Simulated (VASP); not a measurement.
A VASP calculation is set up with these files.

### INCAR
```
SYSTEM = Al
PREC = Accurate
ENCUT = 400
EDIFF = 1E-6
NELM = 60
ALGO = Normal
LREAL = .FALSE.
LASPH = .TRUE.
ISMEAR = 1
SIGMA = 0.1
GGA = PE
LWAVE = .FALSE.
LCHARG = .FALSE.
ISIF = 2
IMIX = 1
AMIX = 1.2
BMIX = 0.0001
```

File KPOINTS:
```
Automatic mesh
0
Gamma
12 12 12
0 0 0
```

**POSCAR**
```
Al
1
    0.0000000000     2.0250000000     2.0250000000
    2.0250000000     0.0000000000     2.0250000000
    2.0250000000     2.0250000000     0.0000000000
Al
1
Direct
  0.0000000000   0.0000000000   0.0000000000
```

POTCAR, in this order: Al (PBE.64 set). Program: vasp_std.

**Question.** One choice in this input is risky. Which, and does it do harm here?

**Answer.** The risk: simple mixing (IMIX = 1) with AMIX above 1 overshoots. Here it does no harm: the run (PBE GGA, plane waves, VASP's PBE PAW potentials (set 64)) converges to the same energy and pressure as with the safe setting.
File OSZICAR:
```
       N       E                     dE             d eps       ncg     rms          rms(c)
DAV:   1    -0.200470470036E+01   -0.20047E+01   -0.72224E+02   810   0.245E+02
DAV:   2    -0.376337219815E+01   -0.17587E+01   -0.15282E+01   980   0.276E+01
DAV:   3    -0.377502226423E+01   -0.11650E-01   -0.11651E-01   980   0.267E+00
DAV:   4    -0.377504802919E+01   -0.25765E-04   -0.25766E-04   975   0.119E-01
DAV:   5    -0.377504822312E+01   -0.19392E-06   -0.19356E-06   950   0.893E-03    0.129E+00
DAV:   6    -0.375500919035E+01    0.20039E-01   -0.21124E-02   825   0.102E+00    0.476E-01
DAV:   7    -0.375333884494E+01    0.16703E-02   -0.22687E-03   825   0.347E-01    0.158E-01
DAV:   8    -0.375318511478E+01    0.15373E-03   -0.21565E-04   955   0.100E-01    0.513E-02
DAV:   9    -0.375317531530E+01    0.97995E-05   -0.21772E-05   875   0.335E-02    0.161E-02
DAV:  10    -0.375317280454E+01    0.25108E-05   -0.21711E-06   835   0.101E-02    0.514E-03
DAV:  11    -0.375317307681E+01   -0.27226E-06   -0.21827E-07   470   0.342E-03
   1 F= -.37531731E+01 E0= -.37534304E+01  d E =0.771972E-03
```

The compound is Al in the fcc structure. The cell was not relaxed at this level.
